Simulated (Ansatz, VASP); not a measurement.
# Cross-check of Mg2Ir between VASP and Ansatz, part 2 of 2

Aim: how closely do two programs agree when they are given the same cell, functional and k mesh? The cell is generated by rule, not measured, and may not be a known phase. The cell is taken from a series of runs on this material, whose earlier steps may have relaxed, scaled, displaced or heated it; both programs get it as it stands.

VASP 6.6.1 and Ansatz 0.2.0.

So far: The starting structure; VASP: zone-centre phonons, PBE.

The structure was built from a prototype and need not be the compound's stable phase.

**3. Ansatz: zone-centre phonons, PBE**

Level of this step: Ansatz beside VASP: Kohn-Sham DFT, plane waves, PBE (Ansatz).

Ansatz runs on its default PAW (the set named soft_2) files.

The same cell, functional, mesh and smearing now go to Ansatz, which takes its cutoff from its data sets.

File input.yaml:

```yaml
crystal:
  lattice:
    - [0.0, 3.0925987786, 3.0925987786]
    - [3.0925987786, 0.0, 3.0925987786]
    - [3.0925987786, 3.0925987786, 0.0]
  atoms:
    - { symbol: Mg, position: [0.75, 0.75, 0.75] }
    - { symbol: Mg, position: [0.25, 0.25, 0.25] }
    - { symbol: Ir, position: [0.0, 0.0, 0.0] }
kpoints:
  mp_grid: { grid: [12, 12, 12] }
hamiltonian:
  xc: pbe
scf:
  occupations: { method: methfessel_paxton, width: 0.15 }
output:
  eigenvalues: true
phonons:
  method: dfpt
  qmesh: [4, 4, 4]
  temperatures: { t_max: 1000, t_step: 50 }
  qpath:
    path:
      - [[0.0, 0.0, 0.0], [0.5, 0.0, 0.5], [0.625, 0.25, 0.625]]
      - [[0.375, 0.375, 0.75], [0.0, 0.0, 0.0], [0.5, 0.5, 0.5], [0.5, 0.25, 0.75], [0.5, 0.0, 0.5]]
    npoints: 10
```

The run is started by

```
ansatz run input.yaml --threads 4 --pin off --max-ram 8192MiB --backend cpu --events-out ev --progress --plain --runs-dir out
```

Numbers of over 12 decimals in the logs are rounded to 6 here.

Log:

```text
Engine: ansatz 0.2.0, aarch64-unknown-linux-gnu
Pseudopotentials: kind: paw
Pseudopotential: Mg, paw, valence charge 10, recommended cutoff 420 eV (normal), Mg.paw.azcp
Pseudopotential: Ir, paw, valence charge 17, recommended cutoff 420 eV (normal), Ir.paw.azcp
Functional definition: PBE
  parameter kappa = 0.804
  parameter beta = 0.066725
  exchange = pbe_x(kappa = kappa, mu = beta*pi^2/3)
  correlation = pbe_c(beta = beta)
Crystal: 3 atoms, lattice volume = 59.156 Å³
Basis set: ecut = 420 eV, 1139 PW (Γ), exchange–correlation on 60×60×60 points (8 copies of the dense FFT grid, shifted against one another)
Bands: 23, of which v1, the nominal top of the filled ones, is band 19 counted from 1 (18 counted from 0)
Symmetry: 48 space group operations
k-points: 72 of 1728
Non-local potential: Mg, projectors of the file, l = 0: 3, l = 1: 2, l = 2: 1
Non-local potential: Ir, projectors of the file, l = 0: 3, l = 1: 2, l = 2: 2, l = 3: 1
PAW form: soft (Blöchl's): semilocal exchange-correlation on the pseudo side does not see the compensation charge
PAW one-centre angular grid: Mg, 110 points (default); XC on 64 Gauss nodes
PAW one-centre angular grid: Ir, 590 points (default); XC on 64 Gauss nodes
Initial density: superposition of atomic densities (neutral atoms: chi_scale 0, normalization atom), corrected by the library's trained network
Initial wavefunctions: pseudopotential atomic-orbital guess
Functional: x = pbe(κ = 0.804, μ = 0.219515), c = pbe(β = 0.066725)
SCF iter   1: F=—  HF=-15783.153232 eV  |F-HF|=—  |Δ(HF+E_count)|=         —  Δρ=2.85e-3  dr2=2.23e-3  ethr=1.77e-3  ⟨swp⟩=5.0  Hψ=6503  notcnv=0
preconditioner: auto → LDOS  [metal: Δε(μ)=0.073 eV  Ē_g=6.396 eV  σ=0.150 eV  W_gap=0.37  n_scr=14 (ndim 8)  ℏωp=17.4 eV  f_vac=0.014  D(μ)=1.44/eV (n_scr^D=14)  β→1.0]
SCF iter   2: F=—  HF=-15783.154897 eV  |F-HF|=—  |Δ(HF+E_count)|=   1.66e-3  S|Δr|=    0.00e0  Δρ=4.02e-4  dr2=5.69e-5  ethr=6.04e-6  ⟨swp⟩=3.3  Hψ=3847  notcnv=0
SCF iter   3: F=—  HF=-15783.154895 eV  |F-HF|=—  |Δ(HF+E_count)|=   1.97e-6  S|Δr|=    0.00e0  Δρ=1.68e-4  dr2=1.68e-5  ethr=1.54e-7  ⟨swp⟩=2.0  Hψ=2893  notcnv=0
SCF iter   4: F=—  HF=-15783.154888 eV  |F-HF|=—  |Δ(HF+E_count)|=   6.64e-6  S|Δr|=    0.00e0  Δρ=4.97e-5  dr2=7.58e-7  ethr=4.55e-8  ⟨swp⟩=2.0  Hψ=2506  notcnv=0
SCF iter   5: F=—  HF=-15783.154891 eV  |F-HF|=—  |Δ(HF+E_count)|=   2.65e-6  S|Δr|=    0.00e0  Δρ=2.36e-5  dr2=4.47e-7  ethr=2.05e-9  ⟨swp⟩=2.0  Hψ=2893  notcnv=0
SCF iter   6: F=—  HF=-15783.154891 eV  |F-HF|=—  |Δ(HF+E_count)|=   7.46e-8  S|Δr|=    0.00e0  Δρ=3.02e-6  dr2=6.56e-9  ethr=1.21e-9  ⟨swp⟩=2.0  Hψ=1944  notcnv=0
SCF iter   7: F=—  HF=-15783.154891 eV  |F-HF|=—  |Δ(HF+E_count)|=  1.46e-10  S|Δr|=    0.00e0  Δρ=2.12e-7  dr2=3.14e-11  ethr=1.77e-11  ⟨swp⟩=2.0  Hψ=2262  notcnv=0
SCF iter   8: F=-15783.154891 eV  HF=-15783.154891 eV  |F-HF|=1.82e-12  |Δ(HF+E_count)|=  7.28e-12  S|Δr|=    0.00e0  Δρ=4.15e-8  dr2=9.67e-13  ethr=1.00e-12  ⟨swp⟩=6.5  Hψ=6797  notcnv=0
SCF 1 converged in 8 iterations: F = -15783.154891 eV  dr2 = 9.67e-13
  greatest PAW one-centre occupation: 1.000 electrons in one spin orbital (limit 2), on the Mg atom at site 1 (counted from 0), in its partial waves of l = 0
phonons: the bands overlap, so this run is a metal and interpolates without the dipole-dipole term. If the crystal is really an insulator or semiconductor, its LO-TO splitting is missing
NSCF: frozen V_eff on 72 k-points
WARN: eigensolver did not converge (k=10): 1 band(s) unlocked after 20 sweeps at ethr=1.28e-12 eV (storage-precision floor; scheduled 1.00e-12 eV) (lowest unlocked band 22, counted from 0; max residual 2.53e-6 eV among the unlocked bands, 2.53e-6 eV over every band; other slots of this pass that fall short are told together in one closing line; warning suppressed until the next SCF loop or pass starts)
WARN: eigensolver did not converge in 2 slots of this pass, the one above among them; of largest residual over every band (k=31): 1 band(s) unlocked (lowest unlocked band 22, counted from 0; max residual 3.05e-6 eV among the unlocked bands, 3.05e-6 eV over every band); of lowest unlocked band (k=10): band 22
NSCF: frozen V_eff on 163 k-points
DFPT response loops at q = (0, 0, 0) (fractional): preconditioner auto → Kerker (q_TF=auto, 2.523 Å⁻¹) (partly filled bands, converged f_vac=0.017); β = 1.00, the filter's whole step (`scf.mixing.beta` (0.50) is not read by the response loops under this deck's `scf.mixing.preconditioner`; to damp them name `kerker` or `kerker_dos`, under which they read `scf.mixing.beta`, and type it under 1.00, their step now; both keys bind the ground state too); Broyden in place of MSR1
NSCF: frozen V_eff on 1872 k-points
DFPT response loops at q = (0, 0, 0.25) (fractional): mixed as the last ones told, above
NSCF: frozen V_eff on 952 k-points
DFPT response loops at q = (0, 0, -0.5) (fractional): mixed as the last ones told, above
NSCF: frozen V_eff on 1020 k-points
DFPT response loops at q = (0, 0.25, 0.25) (fractional): mixed as the last ones told, above
NSCF: frozen V_eff on 3456 k-points
DFPT response loops at q = (0, 0.25, -0.5) (fractional): mixed as the last ones told, above
NSCF: frozen V_eff on 1872 k-points
DFPT response loops at q = (0, 0.25, -0.25) (fractional): mixed as the last ones told, above
NSCF: frozen V_eff on 560 k-points
DFPT response loops at q = (0, -0.5, -0.5) (fractional): mixed as the last ones told, above
NSCF: frozen V_eff on 1020 k-points
DFPT response loops at q = (0.25, -0.5, -0.25) (fractional): mixed as the last ones told, above
SCF converged after 8 iterations
Stability not checked: this state was not tested for a lower state beside it, because cold or Methfessel-Paxton smearing, or corrected tetrahedra, fill the levels in a way that the test cannot read (fill_not_monotonic; see scf.lower_state_search)
Free energy (F): -15783.154891 eV
Harris-Foulkes:  -15783.154891 eV  (|F-HF|=1.82e-12)
Internal energy: -15783.154307 eV  (E = F + TS)
E sigma→0 (E₀):  -15783.154745 eV
Entropy (-TS):   -0.000584 eV (-0.195 meV/atom)
Fermi energy:    9.075273 eV
--- Per-component energies (eV) ---
  E_band       = -946.228751
  E_kinetic    = 777.847607
  E_local      = -5062.385433  (includes V_loc(G=0)·N_el)
  E_nonlocal   = 266.889279
  E_hartree    = 1867.116330
  E_xc         = -325.782613
  E_vxc        = -374.570386  (∫ρ·V_xc dr)
  E_paw        = -9808.593390  (= ΣΔE_a)
  E_vpaw       = -288.242579  (= ΣTr[D̂ρ^β])
  E_aug_tail   = 0.000063  (compensation charges beyond the density's cutoff)
  E_ewald      = -3498.246150
  E_smearing   = -0.000584  (= −TS)
  E_closure    = -0.000000  (closes the sum)
  Σ components = -15783.154891   (vs F -15783.154891, Δ=0.00e0)
--- Band table (eV; the first three rows and the last of 72) ---
  k-point 0: bands = [... 15 lower, 7.1579, 8.0443, 8.0443, 14.5086, 14.5086, 14.5086, 17.0773, 17.4300]
  k-point 1: bands = [... 15 lower, 7.1839, 8.0347, 8.0347, 13.6551, 14.4149, 14.4149, 16.8169, 17.5561]
  k-point 2: bands = [... 15 lower, 7.2481, 8.0219, 8.0219, 12.1659, 14.1418, 14.1418, 16.5450, 17.4546]
  k-point 71: bands = [... 15 lower, 6.8053, 8.1661, 8.3875, 9.3298, 9.3298, 10.8309, 16.7115, 17.2573]
--- Phonons (Γ-DFPT): 2 representative perturbations + reference (Σ response iterations 6) ---
  ASR residual: 6.940e-5 → 0.000e0 eV/Å²; symmetrization residual: 5.435e-6 eV/Å²
  ASR residual per site (eV/Å²): 2.09e-5 2.09e-5 6.94e-5
  Γ frequencies (cm⁻¹): 0.00 0.00 0.00 218.13 218.13 218.13 290.62 290.62 290.62
--- Phonons (arbitrary-q DFPT): 8 irreducible q on the 4×4×4 mesh ---
  q = [0.0000, 0.0000, 0.0000] (star 1, of the zone-centre solve; hermiticity 1.60e-6, symmetrization 4.04e-13): -0.00 -0.00 -0.00 218.13 218.13 218.13 290.62 290.62 290.62
  q = [0.0000, 0.0000, 0.2500] (star 8, 2 solved perturbations on 936 of 1728 k-point pairs; hermiticity 7.84e-7, symmetrization 2.04e-13): 41.04 41.04 80.66 225.79 225.79 226.17 264.00 274.44 274.44
  q = [0.0000, 0.0000, -0.5000] (star 4, 2 solved perturbations on 476 of 1728 k-point pairs; hermiticity 3.66e-7, symmetrization 7.04e-13): 54.22 54.22 96.86 234.90 239.26 239.26 248.24 252.13 252.13
  q = [0.0000, 0.2500, 0.2500] (star 6, 4 solved perturbations in 1608 linear systems a pass and spin channel, the states on 510 of 1728 k-point pairs; hermiticity 1.11e-6, symmetrization 2.73e-13): 47.76 47.76 89.38 208.46 208.46 243.02 265.40 274.92 274.92
  q = [0.0000, 0.2500, -0.5000] (star 24, 4 solved perturbations in 5328 linear systems a pass and spin channel, the states on 1728 of 1728 k-point pairs; hermiticity 1.16e-6, symmetrization 1.97e-13): 62.63 70.81 95.12 204.20 210.04 211.16 263.30 265.15 288.80
  q = [0.0000, 0.2500, -0.2500] (star 12, 4 solved perturbations in 2892 linear systems a pass and spin channel, the states on 936 of 1728 k-point pairs; hermiticity 8.90e-7, symmetrization 5.38e-13): 61.18 61.75 95.08 201.13 233.56 241.05 247.35 250.09 287.22
  q = [0.0000, -0.5000, -0.5000] (star 3, 4 solved perturbations in 886 linear systems a pass and spin channel, the states on 280 of 1728 k-point pairs; hermiticity 5.18e-7, symmetrization 7.62e-13): 69.44 69.44 111.00 183.54 192.75 192.75 268.02 268.02 310.62
  q = [0.2500, -0.5000, -0.2500] (star 6, 4 solved perturbations in 1544 linear systems a pass and spin channel, the states on 510 of 1728 k-point pairs; hermiticity 1.16e-6, symmetrization 5.39e-13): 76.53 84.27 84.27 182.26 192.72 237.90 237.90 278.05 297.62
  sum rule: each row above includes the acoustic sum rule's correction from the zone centre's row sums; it moved no ω² by more than (0.48 cm⁻¹)²
  mesh force constants: q→R imaginary residual 3.74e-18; ASR residual 6.940e-5 → 0.000e0 eV/Å²; symmetrization residual 2.665e-15 eV/Å²
  interpolated dispersion: 62 rows × 9 modes
  density of states and harmonic sums: on the 20×20×20 q-mesh, interpolated from the force constants of a 4×4×4 supercell (no non-analytic term)
  largest difference from the sums on the solved wave vectors: F 1.44e-2 eV, S 1.84e-5 and C_V 4.01e-6 eV/K
  zero-point energy: 0.103377 eV/cell   skipped modes (ω ≤ 0): 3   left out of the sums: 4.17e-5 of the cell's modes: C_V's classical limit lies that fraction below 3 k_B per atom; for a crystal, a wire or a layer, F and S can be off by more, and a phonons.interpolated_qmesh denser along its periods is the remedy for the sampling
```

**4. Comparison**

Known differences besides the potentials themselves: VASP's run holds the zone centre alone; the data sets hold 37 valence electrons in Ansatz (on its default PAW (the set named soft_2) files) and 13 in VASP; the cutoff is 420 eV in Ansatz and 600 eV in VASP. Total energies have different zeros and are not compared.

The two programs side by side:

| quantity | Ansatz | VASP | difference |
| --- | --- | --- | --- |
| optical mode 1 to 3 (cm⁻¹) | 218.1 | 218.8 | -0.32 % |
| optical mode 4 to 6 (cm⁻¹) | 290.6 | 291.5 | -0.30 % |

Modes are paired by rising frequency, not by their patterns, so a pair may set unlike modes beside each other; they are those without the splitting of longitudinal modes.

**5. Results**

```yaml
r_m_s_difference_of_the_optical_zone_centre_modes_each_program_s_sorted_by_frequency_zone_centre_phonons_pbe: 0.79 cm⁻¹
```

In words: The r.m.s. difference of the optical zone-centre modes, each program's sorted by frequency is 0.79 cm⁻¹ (zone-centre phonons, PBE). The data sets hold unlike numbers of valence electrons (37 in Ansatz and 13 in VASP), so part of the differences comes from the potentials. How closely two codes agree says nothing of how well the functional describes the real material.

[Lines on the potential files, build, host, timing and source positions are cut from VASP's logs without a mark.]

[Logs are printed without paths, hosts, clocks, repeated set-up lines and the standing remarks that a program may print on its own settings, such as how far it seeks lower states.]

[Hosts, paths, dates, database ids (printed as entryN), source tags and the programs' standing remarks are cut or masked in the printed files.]
